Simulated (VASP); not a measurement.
Here is a VASP 6.6.1 calculation.

File POSCAR:

```
In2Pd
1.0
    0.0000000000      3.3486790000      0.0000000000
    3.3486790000      0.0000000000      0.0000000000
    1.6743390000      1.6743390000     -6.0143860000
In Pd
2 1
Direct
    0.3400000000      0.3400000000      0.3200000000
    0.6600000000      0.6600000000      0.6800000000
    0.0000000000      0.0000000000      0.0000000000
```

INCAR.step1

```
SYSTEM = In2Pd
ALGO = Normal
EDIFF = 1E-4
ENCUT = 520
GGA = PE
ISMEAR = 1
LASPH = .True.
LCHARG = .False.
LREAL = .False.
LWAVE = .True.
NBANDS = 25
NELM = 80
PREC = Accurate
SIGMA = 0.05
```

File INCAR.step2:

```
SYSTEM = In2Pd
ALGO = Normal
EDIFF = 1E-6
ENCUT = 520
ISIF = 2
ISMEAR = 1
ISTART = 1
LASPH = .True.
LCHARG = .True.
LELF = .True.
LMIXTAU = .True.
LREAL = .False.
LVHAR = .True.
LWAVE = .False.
METAGGA = R2SCAN
NBANDS = 25
NELM = 80
PREC = Accurate
SIGMA = 0.05
```

KPOINTS

```
k-points
0
Gamma
  6 6 6
  0 0 0
```

Potentials or basis: VASP PAW PBE potentials, release 64 (In_d, Pd).

Launch:

```bash
$ cat potpaw_PBE.64/In_d/POTCAR potpaw_PBE.64/Pd/POTCAR > POTCAR
$ cp INCAR.step1 INCAR
$ mpirun -np 1 vasp_std > vasp.out
$ cp INCAR.step2 INCAR
$ mpirun -np 1 vasp_std > vasp.out
```

Q: Estimate the pressure.

A: -7.3 GPa.

Q: Predict the largest force.

A: 1.045 eV/Å.

Q: Predict the band gap on the k mesh.

A: None (metal or under the smearing width).

Stress tensor (GPa, compression positive):
```
-7.00  0.00  0.00
 0.00 -7.00  0.00
 0.00  0.00 -7.92
```

Caveat: the PAW data sets were made with another functional, which shifts forces and pressure a little.
